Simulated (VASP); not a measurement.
Here is the system:

```yaml
crystal:
  lattice:
    - [1.35536, -2.33525, 0.00000]
    - [1.35536, 2.33525, 0.00000]
    - [0.00000, 0.00000, 4.81502]
  atoms:
    - { symbol: Zn, position: [0.33333, 0.66667, 0.25000] }
    - { symbol: Zn, position: [0.70048, 0.36715, 0.75000] }
```

The numbers are results of PBE GGA, VASP's PBE PAW potentials (set 64) (plane waves; VASP), not measurements. Numerical set-up: 400 eV cut-off, 10×10×5 Γ-centred mesh, first-order Methfessel-Paxton smearing of 0.10 eV, potentials Zn.

**Question.** Give the stress tensor in GPa (positive for a compressed cell).

**Answer.** 
```
-2.21   0.52   0.00
 0.52  -2.42   0.00
 0.00   0.00   0.75
```
The pressure is its mean diagonal, -1.30 GPa.

The compound is Zn in the hcp structure. The cell was not relaxed at this level, atoms are displaced from their ideal sites. The run is one of a series of settings (KPOINTS 10×10×5 Γ-centred mesh against the base run), some of them coarse on purpose.
